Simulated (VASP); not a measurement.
Output of a VASP run:

File OUTCAR:
```
 ion  position               nearest neighbor table
   1  0.000  0.000  0.000-   2 2.40   2 2.40   2 2.40   2 2.40   2 2.40   2 2.40
   2  0.500  0.500  0.500-   1 2.40   1 2.40   1 2.40   1 2.40   1 2.40   1 2.40
  LATTYP: Found a face centered cubic cell.
 ALAT       =     4.8100000000
 Subroutine PRICEL returns:
 Original cell was already a primitive cell.
 Subroutine GETGRP returns: Found 48 space group operations
The static configuration has the point symmetry O_h .
The dynamic configuration has the point symmetry O_h .
 Subroutine INISYM returns: Found 48 space group operations
 Subroutine IBZKPT returns following result:
 Found     56 irreducible k-points:

 Following reciprocal coordinates:
            Coordinates               Weight
  0.000000  0.000000  0.000000      1.000000
  0.090909  0.000000  0.000000      8.000000
  0.181818  0.000000  0.000000      8.000000
  0.272727  0.000000  0.000000      8.000000
  0.363636  0.000000  0.000000      8.000000
  0.454545  0.000000  0.000000      8.000000
  0.090909  0.090909  0.000000      6.000000
  0.181818  0.090909  0.000000     24.000000
  0.272727  0.090909  0.000000     24.000000
  0.363636  0.090909  0.000000     24.000000
  0.454545  0.090909  0.000000     24.000000
 -0.454545  0.090909  0.000000     24.000000
 -0.363636  0.090909  0.000000     24.000000
 -0.272727  0.090909  0.000000     24.000000
 -0.181818  0.090909  0.000000     24.000000
 -0.090909  0.090909  0.000000     12.000000
  0.181818  0.181818  0.000000      6.000000
  0.272727  0.181818  0.000000     24.000000
  0.363636  0.181818  0.000000     24.000000
  0.454545  0.181818  0.000000     24.000000
 -0.454545  0.181818  0.000000     24.000000
 -0.363636  0.181818  0.000000     24.000000
 -0.272727  0.181818  0.000000     24.000000
 -0.181818  0.181818  0.000000     12.000000
  0.272727  0.272727  0.000000      6.000000
  0.363636  0.272727  0.000000     24.000000
  0.454545  0.272727  0.000000     24.000000
 -0.454545  0.272727  0.000000     24.000000
 -0.363636  0.272727  0.000000     24.000000
 -0.272727  0.272727  0.000000     12.000000
  0.363636  0.363636  0.000000      6.000000
  0.454545  0.363636  0.000000     24.000000
 -0.454545  0.363636  0.000000     24.000000
 -0.363636  0.363636  0.000000     12.000000
  0.454545  0.454545  0.000000      6.000000
 -0.454545  0.454545  0.000000     12.000000
  0.272727  0.181818  0.090909     24.000000
  0.363636  0.181818  0.090909     48.000000
  0.454545  0.181818  0.090909     48.000000
 -0.454545  0.181818  0.090909     48.000000
   k-points           NKPTS =     56   k-points in BZ     NKDIM =     56   number of bands    NBANDS=     12
   number of dos      NEDOS =    301   number of ions     NIONS =      2
   total plane-waves  NPLWV =   5832
   dimension x,y,z NGX =    18 NGY =   18 NGZ =   18
   dimension x,y,z NGXF=    36 NGYF=   36 NGZF=   36
   ions per type =               1   1
   PREC   = normal    normal or accurate (medium, high low for compatibility)
   ISTART =      0    job   : 0-new  1-cont  2-samecut
   ICHARG =      2    charge: 1-file 2-atom 10-const
   ISPIN  =      1    spin polarized calculation?
   LNONCOLLINEAR =      F non collinear calculations
   LSORBIT =      F    spin-orbit coupling
   INIWAV =      1    electr: 0-lowe 1-rand  2-diag
   ENCUT  =  450.0 eV  33.07 Ry    5.75 a.u.   5.88  5.88  5.88*2*pi/ulx,y,z
   NELM   =    100;   NELMIN=  4; NELMDL= -5     # of ELM steps
   EDIFF  = 0.1E-04   stopping-criterion for ELM
   LREAL  =      F    real-space projection
   NLSPLINE    = F    spline interpolate recip. space projectors
   LMAXMIX     =    2 max onsite mixed and CHGCAR
   VOSKOWN=      0    Vosko Wilk Nusair interpolation
   EDIFFG = -.3E-01   stopping-criterion for IOM
   NSW    =     20    number of steps for IOM
   NBLOCK =      1;   KBLOCK =     20    inner block; outer block
   IBRION =      2    ionic relax: 0-MD 1-quasi-New 2-CG
...
```

**OSZICAR**
```
       N       E                     dE             d eps       ncg     rms          rms(c)
DAV:   1     0.115727683980E+03    0.11573E+03   -0.81610E+03  1344   0.125E+03
DAV:   2    -0.187599340749E+02   -0.13449E+03   -0.12690E+03  1556   0.332E+02
DAV:   3    -0.250215145526E+02   -0.62616E+01   -0.62093E+01  1724   0.754E+01
DAV:   4    -0.252732995512E+02   -0.25178E+00   -0.25146E+00  1948   0.133E+01
DAV:   5    -0.252763529037E+02   -0.30534E-02   -0.30531E-02  1668   0.153E+00    0.767E+00
DAV:   6    -0.194781177486E+02    0.57982E+01   -0.55386E+00  1612   0.309E+01    0.278E+00
DAV:   7    -0.195357869546E+02   -0.57669E-01   -0.14776E+00  1848   0.118E+01    0.231E+00
DAV:   8    -0.204655698836E+02   -0.92978E+00   -0.17899E+00  1768   0.140E+01    0.227E+00
DAV:   9    -0.193497788323E+02    0.11158E+01   -0.83357E-01  1948   0.103E+01    0.235E-01
DAV:  10    -0.194600077966E+02   -0.11023E+00   -0.80411E-02  1600   0.327E+00    0.139E-01
DAV:  11    -0.194606065418E+02   -0.59875E-03   -0.13570E-03  1888   0.355E-01    0.139E-01
DAV:  12    -0.194607773427E+02   -0.17080E-03   -0.62668E-05  1620   0.876E-02    0.155E-01
DAV:  13    -0.194601702325E+02    0.60711E-03   -0.51466E-03  1724   0.827E-01    0.867E-02
DAV:  14    -0.194601251657E+02    0.45067E-04   -0.55661E-05  1796   0.892E-02    0.886E-02
DAV:  15    -0.194597712614E+02    0.35390E-03   -0.50381E-04  1376   0.224E-01    0.507E-02
DAV:  16    -0.194597567828E+02    0.14479E-04   -0.31640E-04  1468   0.222E-01    0.466E-02
DAV:  17    -0.194597795335E+02   -0.22751E-04   -0.62763E-06  1108   0.306E-02    0.452E-02
DAV:  18    -0.194597710782E+02    0.84553E-05   -0.41271E-06   740   0.209E-02
   1 F= -.19459771E+02 E0= -.19459771E+02  d E =-.194598E+02
```

### OUTCAR
```
------------------------ aborting loop because EDIFF is reached ----------------------------------------
  FORCE on cell =-STRESS in cart. coord.  units (eV):
  Direction    XX          YY          ZZ          XY          YZ          ZX
  --------------------------------------------------------------------------------------
  Total       -0.0366327     -0.0366327     -0.0366327      0.0000000      0.0000000      0.0000000
  in kB       -2.1096201     -2.1096201     -2.1096201      0.0000000      0.0000000      0.0000000
  external PRESSURE =      -2.1096201 kB  Pullay stress =       0.0000000 kB
  volume of cell :       27.82
      direct lattice vectors                 reciprocal lattice vectors
     0.000000000  2.405000000  2.405000000    -0.207900208  0.207900208  0.207900208
     2.405000000  0.000000000  2.405000000     0.207900208 -0.207900208  0.207900208
     2.405000000  2.405000000  0.000000000     0.207900208  0.207900208 -0.207900208
  FREE ENERGIE OF THE ION-ELECTRON SYSTEM (eV)
  ---------------------------------------------------
  free  energy   TOTEN  =       -19.4597710782 eV

  energy  without entropy=      -19.4597710782  energy(sigma->0) =      -19.45977108

 reached required accuracy - stopping structural energy minimisation
```
(Selected blocks of OUTCAR.)

POSCAR:
```
CaO
1
   -0.0000000000     2.4050000000     2.4050000000
    2.4050000000    -0.0000000000     2.4050000000
    2.4050000000     2.4050000000    -0.0000000000
Ca O
1 1
Direct
  0.0000000000   0.0000000000   0.0000000000
  0.5000000000   0.5000000000   0.5000000000
```

Task: Reconstruct the remaining input files.

Result: Several could match; the one computed here: the input of the run itself, r2SCAN meta-GGA, plane waves, VASP's PBE PAW potentials (set 64).

INCAR:
```
SYSTEM  =  CaO
PREC  =  Normal; ENCUT  =  450; LREAL  =  F
LASPH  =  T
EDIFF  =  1E-5; NELM  =  100; NELMIN  =  4
ALGO  =  Normal; LMIXTAU  =  T
ISMEAR  =  0; SIGMA  =  0.05
METAGGA  =  R2SCAN
IBRION  =  2; NSW  =  20; ISIF  =  2
EDIFFG  =  -0.03
LWAVE  =  F; LCHARG  =  F
```

File KPOINTS:
```
Regular mesh
0
gamma
 11 11 11
```

POTCAR, in this order: Ca_sv O (PBE.64 set). Program: vasp_std.

At this cut-off the stress carries a Pulay error, which pulls relaxed volumes low.

The compound is CaO in the rock salt structure. The cell was not relaxed at this level.
